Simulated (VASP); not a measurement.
A convergence study with VASP on BAs (zinc blende): one setting is varied, all else stays as given below, so the limit is that of these other settings.

```
CELL_PARAMETERS angstrom
      0.00000     2.39000     2.39000
      2.39000     0.00000     2.39000
      2.39000     2.39000     0.00000
ATOMIC_POSITIONS crystal
  B  0.00000 0.00000 0.00000
  As 0.25000 0.25000 0.25000
```

All values below come from LDA (Ceperley-Alder, Perdew-Zunger), VASP's LDA PAW potentials (set 64) (plane waves; VASP 6.6.1). The tightest run used: 700 eV cut-off, 15×15×15 Monkhorst-Pack mesh, Gaussian smearing of 0.050 eV, potentials B As.

```
setting     E (eV/atom)  pressure (GPa)  irreducible k-points
----------  -----------  --------------  --------------------
1×1×1 mesh       4.8714          101.30                     1
2×2×2 mesh      -6.3879           -3.28                     2
3×3×3 mesh      -6.1401           -1.11                     4
4×4×4 mesh      -6.4603           -3.36                    10
5×5×5 mesh      -6.4326           -3.19                    10
```

### Question
These are the cheaper rows. Estimate the results at 15×15×15 mesh, and how far the last row shown lies from them.

### Answer

```
quantity        tightest run  last row shown is off by
--------------  ------------  ------------------------
E (eV/atom)          -6.4609                    0.0283
pressure (GPa)         -3.33                      0.14
```

Left out are rungs that failed or repeat a setting and relaxations that didn't move; long series are thinned to 24 rows.

The compound is BAs in the zinc blende structure. The cell was not relaxed at this level.
